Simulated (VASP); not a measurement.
# LiPb (Pm-3m) in VASP: further runs

One crystal, LiPb, is run at these levels: LDA; tasks: single point, relaxation of cell and atoms.

Everything below comes from runs of VASP 6.6.1. Logs are shortened: lines on timing, memory, paths and dates and some standing lists are left out, and cuts for length are marked.

## Step 1: The structure

It takes space group Pm-3m (No. 221, cubic). The conventional cell has a = 3.464 Å, b = 3.464 Å, c = 3.464 Å, α = 90.00°, β = 90.00°, γ = 90.00°. Around Li (site symmetry m-3m) lie 8 Pb at 3.00 Å. Pb (site symmetry m-3m) is surrounded by 8 Li at 3.00 Å.

## Step 2: Single point, LDA

Input file INCAR:

```
SYSTEM = LiPb
  PREC = Accurate
  ENCUT = 520
  EDIFF = 1E-7
  ISMEAR = 0
  SIGMA = 0.1
  LREAL = .False.
  LASPH = .True.
  NELM = 60
  ALGO = Fast
  ISIF = 2
  LWAVE = .False.
  LCHARG = .True.
  LELF = .True.
  LVHAR = .True.
  NBANDS = 16
```

Input file KPOINTS:

```
regular mesh
0
Gamma
  12 12 12
  0 0 0
```

Input file POSCAR:

```
LiPb
1.0
    3.4644442461      0.0000000000      0.0000000000
    0.0000000000      3.4644442461      0.0000000000
    0.0000000000      0.0000000000      3.4644442461
Li Pb
1 1
Direct
    0.5000000000      0.5000000000      0.5000000000
    0.0000000000      0.0000000000      0.0000000000
```

Potentials or basis: VASP PAW LDA potentials, release 64 (Li_sv, Pb_d).

The run is started by

```
$ cat potpaw_LDA.64/Li_sv/POTCAR potpaw_LDA.64/Pb_d/POTCAR > POTCAR
$ mpirun -np 1 vasp_std > vasp.out
```

OUTCAR:

```text
SYSTEM = LiPb
   PREC = Accurate
   ENCUT = 520
   EDIFF = 1E-7
   ISMEAR = 0
   LREAL = .False.
   LASPH = .True.
   NELM = 60
   ISIF = 2

 ion  position               nearest neighbor table
   1  0.500  0.500  0.500-   2 3.00   2 3.00   2 3.00   2 3.00   2 3.00   2 3.00   2 3.00   2 3.00

   2  0.000  0.000  0.000-   1 3.00   1 3.00   1 3.00   1 3.00   1 3.00   1 3.00   1 3.00   1 3.00

  LATTYP: Found a simple cubic cell.
 ALAT       =     3.4644442461

  Lattice vectors:

 A1 = (   3.4644442461,   0.0000000000,   0.0000000000)
 A2 = (   0.0000000000,   3.4644442461,   0.0000000000)
 A3 = (   0.0000000000,   0.0000000000,   3.4644442461)

Analysis of symmetry for initial positions (statically):
=====================================================================
 Subroutine PRICEL returns:
 Original cell was already a primitive cell.

 Routine SETGRP: Setting up the symmetry group for a
 simple cubic supercell.

 Subroutine GETGRP returns: Found 48 space group operations
 (whereof 48 operations were pure point group operations)
 out of a pool of 48 trial point group operations.

The static configuration has the point symmetry O_h .

Analysis of symmetry for dynamics (positions and initial velocities):
=====================================================================
 Subroutine PRICEL returns:
 Original cell was already a primitive cell.

 Routine SETGRP: Setting up the symmetry group for a
 simple cubic supercell.

 Subroutine GETGRP returns: Found 48 space group operations
 (whereof 48 operations were pure point group operations)
 out of a pool of 48 trial point group operations.

The dynamic configuration has the point symmetry O_h .

 Subroutine INISYM returns: Found 48 space group operations
 (whereof 48 operations are pure point group operations),
 and found     1 'primitive' translations

----------------------------------------------------------------------------------------

                                     Primitive cell

  volume of cell :      41.5816

  direct lattice vectors                    reciprocal lattice vectors
     3.464444246  0.000000000  0.000000000     0.288646585  0.000000000  0.000000000
     0.000000000  3.464444246  0.000000000     0.000000000  0.288646585  0.000000000
     0.000000000  0.000000000  3.464444246     0.000000000  0.000000000  0.288646585

  length of vectors
     3.464444246  3.464444246  3.464444246     0.288646585  0.288646585  0.288646585

[... 81 lines left out ...]
   LREAL  =      F    real-space projection
   EDIFFG = 0.1E-05   stopping-criterion for IOM
   NSW    =      0    number of steps for IOM
   IBRION =     -1    ionic relax: 0-MD 1-quasi-New 2-CG
   NFREE  =      0    steps in history (QN), initial steepest desc. (CG)
   ISIF   =      2    stress and relaxation
   ISYM   =      2    0-nonsym 1-usesym 2-fastsym
   POTIM  = 0.5000    time-step for ionic-motion
   TEBEG  =    0.0;   TEEND  =   0.0 temperature during run
   PSTRESS=    0.0 pullay stress
   NELECT =      17.0000    total number of electrons
   NUPDOWN=      -1.0000    fix difference up-down
   EMIN   =  10.00;   EMAX   =-10.00  energy-range for DOS
   EFERMI =   0.00;   METHOD = LEGACY
   ISMEAR =     0;   SIGMA  =   0.10  broadening in eV -4-tet -1-fermi 0-gaus
   EFERMI_NEDOS =   21; number of points for ismear=-14 and -15
   IALGO  =     68    algorithm
   IMIX   =      4    mixing-type and parameters
     AMIX     =   0.40;   BMIX     =  1.00
     AMIX_MAG =   1.60;   BMIX_MAG =  1.00
  volume/ion in A,a.u.               =      20.79       140.30
  Fermi-wavevector in a.u.,A,eV,Ry     =   1.215041  2.296094 20.086613  1.476324
  Thomas-Fermi vector in A             =   2.350441
   LORBIT       =      0    0 simple, 1 ext, 2 COOP (PROOUT), +10 PAW based schemes
   GGA     = CA    functional components
   LHFCALC =     F    Hartree Fock is set to
   AEXX    =    0.0000 exact exchange contribution
   IVDW    =     0    specifies the selected vdW correction
   LEPSILON=     F    determine dielectric tensor
   LRPA    =     F    only Hartree local field effects (RPA)
 non-spin polarized calculation
 RMM-DIIS sequential band-by-band and
 Gauss-broadening in eV      SIGMA  =   0.10
  energy-cutoff  :      520.00
  volume of cell :       41.58
 maximum number of plane-waves:      1141
 NGX is ok and might be reduce to    28
   NGX = 13   NGY = 13   NGZ = 13

 number of electron      17.0000003 magnetization

 Free energy of the ion-electron system (eV)
  ---------------------------------------------------
  ext. energy  EPLUGINS =         0.00000000
  ---------------------------------------------------
  free energy    TOTEN  =        -6.95194329 eV

  energy without entropy =       -6.94832538  energy(sigma->0) =       -6.95013433

 E-fermi :   5.9980     XC(G=0):  -9.9653

 val. band max:        5.9507120828   @ k =   0.1667   0.0000   0.0000
 cond. band min:       6.0018941333   @ k =   0.5000   0.2500   0.0000
 fundamental gap:      0.0511820505
 Fermi energy:         5.9980058585

 k-point     1 :       0.0000    0.0000    0.0000
  band No.  band energies     occupation
      1     -39.7404      2.00000
      2     -10.9632      2.00000
      3     -10.9632      2.00000
      4     -10.6607      2.00000
      5     -10.6607      2.00000
      6     -10.6607      2.00000
[... 433 lines left out ...]
      3     -10.8405      2.00000
      4     -10.7399      2.00000
      5     -10.7210      2.00000
      6     -10.5918      2.00000
[... 8 lines left out ...]
     15      18.8856      0.00000
     16      19.0065      0.00000

 [... further k-points ...]

------------------------ aborting loop because EDIFF is reached ----------------------------------------

  FORCE on cell =-STRESS in cart. coord.  units (eV):
  Direction    XX          YY          ZZ          XY          YZ          ZX
  --------------------------------------------------------------------------------------
  -------------------------------------------------------------------------------------
  Total       -0.0030470     -0.0030470     -0.0030470      0.0000000     -0.0000000      0.0000000
  in kB       -0.1174022     -0.1174022     -0.1174022      0.0000000     -0.0000000      0.0000000
  external PRESSURE =      -0.1174022 kB  Pullay stress =       0.0000000 kB

 VOLUME and BASIS-vectors are now :
 -----------------------------------------------------------------------------
  energy-cutoff  :      520.00
  volume of cell :       41.58
      direct lattice vectors                 reciprocal lattice vectors
     3.464444246  0.000000000  0.000000000     0.288646585  0.000000000  0.000000000
     0.000000000  3.464444246  0.000000000     0.000000000  0.288646585  0.000000000
     0.000000000  0.000000000  3.464444246     0.000000000  0.000000000  0.288646585

 POSITION                                       TOTAL-FORCE (eV/Angst)
 -----------------------------------------------------------------------------------
      1.73222      1.73222      1.73222         0.000000      0.000000      0.000000
      0.00000      0.00000      0.00000         0.000000      0.000000      0.000000
 -----------------------------------------------------------------------------------
    total drift:                                0.000000      0.000000      0.000000

  FREE ENERGIE OF THE ION-ELECTRON SYSTEM (eV)
  ---------------------------------------------------
  free  energy   TOTEN  =        -6.9519432879 eV

  energy  without entropy=       -6.9483253802  energy(sigma->0) =       -6.95013433
```

stdout:

```text
POSCAR found type information on POSCAR LiPb
 POSCAR found :  2 types and       2 ions
 scaLAPACK will be used
 LDA part: xc-table for (Slater(with rela. corr.)+CA(PZ))
 , standard interpolation
 POSCAR, INCAR and KPOINTS ok, starting setup
 FFT: planning ... GRIDC
 FFT: planning ... GRID_SOFT
 FFT: planning ... GRID
 WAVECAR not read
 entering main loop
WARNING in EDDRMM: call to ZHEGV failed, returncode =   8  4     10
 num prob RMM:  17    -0.695194322370E+01   -0.18458E-06   -0.15538E-06  3846   0.836E-03    0.237E-03
```

Wall time 94 s (1 thread of Intel Xeon Platinum 8488C (Sapphire Rapids), shared host); peak memory 0.17 GiB.

What came out:

| Item | Value |
| --- | --- |
| Free energy | -6.9519 eV |
| Band gap on the k mesh | none (metal or under the smearing width) |

Levels at points of the mesh, in eV from the Fermi level:
| k point | band 5 | band 6 | band 7 | band 8 | band 9 | band 10 | band 11 | band 12 | band 13 | band 14 |
| --- | --- | --- | --- | --- | --- | --- | --- | --- | --- | --- |
| (0.00, 0.00, 0.00) | -16.66 | -16.66 | -10.89 | 2.26 | 2.26 | 2.26 | 6.04 | 6.67 | 6.67 | 13.19 |
| (0.50, 0.00, 0.00) | -16.70 | -16.65 | -9.24 | -4.23 | 4.79 | 4.79 | 6.30 | 7.41 | 7.41 | 8.32 |
| (0.50, 0.50, 0.00) | -16.74 | -16.51 | -7.36 | -3.02 | -3.02 | 2.39 | 6.82 | 8.43 | 9.11 | 9.11 |
| (0.50, 0.50, 0.50) | -16.51 | -16.51 | -5.62 | -0.71 | -0.71 | -0.71 | 2.49 | 2.49 | 2.49 | 6.43 |

Caveat: the cutoff is under 1.25 times the usual one of these potentials, so pressure, stress and relaxed cells hold a basis-set (Pulay) error.

(Part 1 of 2 ends here.)
